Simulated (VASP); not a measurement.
```
BN
1.0
    1.27122    -2.20182     0.00000
    1.27122     2.20182     0.00000
    0.00000     0.00000     4.20502
B N
2 2
Cartesian
  1.27122  -0.73394   2.10356
  1.27122   0.73394   0.00105
  1.27122  -0.73394   3.67835
  1.27122   0.73394   1.57584
```

The numbers are results of SCAN meta-GGA, VASP's PBE PAW potentials (set 64) (plane waves; VASP), not measurements. Numerical set-up: 520 eV cut-off, 9×9×5 Γ-centred mesh, Gaussian smearing of 0.050 eV, potentials B N.

Task: Estimate the energy per atom (σ→0), band gap (on the k-mesh) with the smallest direct gap where there is one.

Result: 
```yaml
band gap (on the k-mesh): 5.71 eV
smallest direct gap (on the k-mesh): 8.94 eV
energy per atom (σ→0): -9.752 eV/atom
```

Only differences to runs with the same potentials and settings are physical.

The compound is BN in the wurtzite structure, a metastable high-pressure form. It was relaxed first.
